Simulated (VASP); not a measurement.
TiN (Osbornite):

```
Ti N
1.0
     0.00000    2.11900    2.11900
     2.11900    0.00000    2.11900
     2.11900    2.11900    0.00000
Ti N
1 1
Direct
  0.00000 0.00000 0.00000
  0.50000 0.50000 0.50000
```

Program: VASP 6.6.1. Alike in all runs: task single point; spin collinear, ferromagnetic start; cell as given; k mesh 12 × 12 × 12; cutoff (eV) 520; smearing fermi-dirac 0.05 eV.

Q: Order these runs on this cell by their pressure, lowest first.
A. level LDA; potentials or basis VASP PAW LDA potentials, release 64 (Ti_sv, N)
B. level PBE; potentials or basis VASP PAW PBE potentials, release 64 (Ti_sv, N)
C. level r2SCAN; potentials or basis VASP PAW PBE potentials, release 64 (Ti_sv, N)
D. level PBEsol; potentials or basis VASP PAW PBE potentials, release 64 (Ti_sv, N)

A: A (-12.8 GPa), D (-6.5 GPa), C (0.4 GPa), B (2.2 GPa).

Caveats: the PAW data sets were made with another functional, which shifts forces and pressure a little (some runs).

Not every run made on this cell is shown here.
